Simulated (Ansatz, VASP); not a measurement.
One calculation of Al2GaP3, two programs

```
Al Ga P
1.0
     3.60360    0.00000    0.00000
     0.00000    3.60360    0.00000
     0.00000    0.00000    7.88892
Al Ga P
2 1 3
Direct
  0.00000 0.00000 0.91391
  0.50000 0.50000 0.60567
  0.50000 0.50000 0.23594
  0.00000 0.00000 0.56382
  0.00000 0.00000 0.26541
  0.50000 0.50000 0.91525
```

Change from the starting cell: species swapped into the MnAl2Cr3 type (P4mm, No. 99).

Alike in both runs: functional PBE; k mesh 6 × 6 × 2; occupations gaussian, width 0.1 eV; no spin polarisation.

Ansatz relaxed the structure, and its values are those at the end. VASP's run is a single point on that final structure, the one shown.

```csv
,VASP,Ansatz
version,VASP 6.6.1,Ansatz 0.2.0
potentials or method,"VASP PAW PBE potentials, release 64 (Al, Ga_d, P)","scalar-relativistic, plane waves, PAW"
plane-wave cutoff (eV),520,420
valence electrons in the cell,34,34
```

```tsv
	VASP	Ansatz	Ansatz less VASP
gap on the k mesh at the Fermi level (eV)	none	none	-
pressure (GPa)	0.0	0.0	+0.04
rms of the force components (eV/Å)	0.012	0.005	-0.0074
```

A gap of «none» marks a metal or a gap that the smearing closes. With one functional, cell and mesh, what is left measures potentials, basis and numerics.

Caveats: the k mesh is coarse (spacing up to 0.40 Å⁻¹), so the values aren't converged.
